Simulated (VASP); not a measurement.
Given:

```
CELL_PARAMETERS angstrom
      2.10872     1.21747     9.61412
     -2.10872     1.21747     9.61412
      0.00000    -2.43494     9.61412
ATOMIC_POSITIONS crystal
  Bi 0.39187 0.39187 0.39187
  Bi 0.60813 0.60813 0.60813
  Te 0.78682 0.78682 0.78682
  Te 0.21318 0.21318 0.21318
  S  0.00000 0.00000 0.00000
```

All values below come from LDA (Ceperley-Alder, Perdew-Zunger), VASP's LDA PAW potentials (set 64) (plane waves; VASP). Settings: 400 eV cut-off, Gaussian smearing of 0.050 eV, potentials Bi_d Te S.

Unless said otherwise, spin-orbit coupling is left out, though it shifts the bands of the heavy elements here.

### Question
Give the energies of bands 16 to 27 at the high-symmetry points, in eV from the valence-band maximum.

### Answer

```csv
band,Γ,T,H2,L,S0,F
16,-2.64,-2.96,-5.06,-5.79,-5.08,-5.43
17,-2.64,-2.64,-4.81,-3.87,-4.88,-4.51
18,-2.58,-2.64,-4.79,-3.63,-4.73,-4.13
19,-2.08,-1.54,-4.04,-3.46,-4.07,-3.95
20,-1.50,-1.26,-3.52,-3.33,-3.18,-2.27
21,-1.50,-1.26,-2.57,-2.79,-3.03,-2.15
22,-0.89,-1.24,-2.18,-2.54,-1.82,-2.06
23,-0.89,-1.24,-1.14,-1.14,-1.47,-1.85
24,0.00,-0.84,-0.84,-0.57,-0.77,-1.01
25,0.09,0.94,1.31,0.61,1.29,1.15
26,0.80,1.25,1.92,1.38,2.28,1.77
27,0.80,1.25,2.93,2.73,2.42,2.37
```

The gap is direct, 0.09 eV, from the valence maximum at Γ to the conduction minimum at Γ.

The structure comes from a computed database's Bi2Te2S entry (R-3m); how it stands against other phases isn't given here. It was relaxed first, which changed the volume by -10 %.
